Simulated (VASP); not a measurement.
```
GaN
1.0
    0.00000     2.29689     2.29689
    2.29689     0.00000     2.29689
    2.29689     2.29689     0.00000
Ga N
1 1
Direct
  0.00000   0.00000   0.00000
  0.25000   0.25000   0.25000
```

The numbers are results of r2SCAN meta-GGA, VASP's PBE PAW potentials (set 64) (plane waves; VASP), not measurements. Settings: 520 eV cut-off, 10×10×10 Γ-centred mesh, Gaussian smearing of 0.050 eV, potentials Ga_d N.

**Question.** Give the stress tensor in GPa (positive for a compressed cell).

**Answer.** 
```
-9.91   0.00   0.00
 0.00  -9.91   0.00
 0.00   0.00  -9.91
```
The pressure is its mean diagonal, -9.91 GPa.

The compound is GaN in the zinc blende structure, a metastable form; wurtzite is the usual one. This cell is one point of a volume scan, at 1.06 of the reference volume.
